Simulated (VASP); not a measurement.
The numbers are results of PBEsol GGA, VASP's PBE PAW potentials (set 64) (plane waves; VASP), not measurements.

VASP input:

**INCAR**
```
! general
SYSTEM =Mo3Si
PREC   =Accurate
ENCUT  =500
LREAL  =.FALSE.   ! projection in real space or not
LASPH  =.TRUE.

! electronic loop
EDIFF  =1E-6
NELM   =100   ! most electronic steps
ALGO   =Normal
LMAXMIX=4   ! l cut-off of mixed one-centre charges

! smearing
ISMEAR =1
SIGMA  =0.1   ! width (eV)

! functional
GGA    =PS   ! PBEsol

! ions
IBRION =2
NSW    =40
ISIF   =3   ! ions, shape and volume
EDIFFG =-0.02   ! ionic stop
PSTRESS=50   ! kbar

! output
LWAVE  =.FALSE.
LCHARG =.FALSE.
```

### POSCAR
```
Mo3Si
1.0
  4.8644564114   0.0000000000   0.0000000000
  0.0000000000   4.8644564114   0.0000000000
  0.0000000000   0.0000000000   4.8644564114
Si Mo
2 6
direct
  0.5000000000   0.5000000000   0.5000000000
  0.0000000000   0.0000000000   0.0000000000
  0.2500000000   0.0000000000   0.5000000000
  0.5000000000   0.2500000000   0.0000000000
  0.5000000000   0.7500000000   0.0000000000
  0.7500000000   0.0000000000   0.5000000000
  0.0000000000   0.5000000000   0.7500000000
  0.0000000000   0.5000000000   0.2500000000
```

**KPOINTS**
```
K-points
0
G
  6 6 6
```

POTCAR, in this order: Si Mo_sv (PBE.64 set). Program: vasp_std.

Question: What will the output report for the number of irreducible k-points (NKPTS), largest plane-wave count, number of space-group operations, FFT grid (NGX, NGY, NGZ)?

Answer: 
```json
{
 "number of irreducible k-points (NKPTS)": "20",
 "largest_plane_wave_count": "2968",
 "number_of_space_group_operations": "48",
 "FFT grid (NGX, NGY, NGZ)": "36 × 36 × 36"
}
```

The compound is Mo3Si in the A15 structure. This run relaxes it under an external pressure of 5 GPa. Symmetry was kept, so distortions that lower it aren't found.
